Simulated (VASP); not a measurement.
Data:

```
CELL_PARAMETERS angstrom
     -1.68300     1.68300     1.68300
      1.68300    -1.68300     1.68300
      1.68300     1.68300    -1.68300
ATOMIC_POSITIONS crystal
  Ta 0.00000 0.00000 0.00000
```
Cell charge +0.5.

Method: PBE GGA, VASP's PBE PAW potentials (set 64) (plane waves; VASP). Run with NELECT = 10.5, 400 eV cut-off, 14×14×14 Γ-centred mesh, Gaussian smearing of 0.050 eV, potentials Ta_pv.

The cell is charged, with a uniform compensating background.

### Question
Give the stress tensor in GPa (positive for a compressed cell).

### Answer

```
-39.30    0.00    0.00
  0.00  -39.30    0.00
  0.00    0.00  -39.30
```
The pressure is its mean diagonal, -39.30 GPa.

The compound is Ta in the bcc structure. The cell was not relaxed at this level. The run is one of a series of settings (ISMEAR = 0, NELECT = 10.5, SIGMA = 0.05 against the base run), some of them coarse on purpose.
